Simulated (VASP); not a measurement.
Consider the following.

```
CELL_PARAMETERS angstrom
      2.95000     0.00000     0.00000
      0.00000     2.95000     0.00000
      0.00000     0.00000     2.95000
ATOMIC_POSITIONS crystal
  Zn 0.50000 0.50000 0.50000
  Cu 0.00000 0.00000 0.00000
```

These are PBE GGA, VASP's PBE PAW potentials (set 64) (plane waves; VASP) values and carry that method's errors. Numerical set-up: 400 eV cut-off, 12×12×12 Monkhorst-Pack mesh, first-order Methfessel-Paxton smearing of 0.10 eV, potentials Zn Cu.

Problem. Give the stress tensor in GPa (positive for a compressed cell).

Solution. 
```
1.41  0.00  0.00
0.00  1.41  0.00
0.00  0.00  1.41
```
The pressure is its mean diagonal, 1.41 GPa.

The compound is CuZn in the CsCl type structure. The cell was not relaxed at this level. The run is one of a series of settings (KPOINTS 12×12×12 Monkhorst-Pack mesh against the base run), some of them coarse on purpose. The electron count is odd and the run is not spin-polarised, which forces a metal.
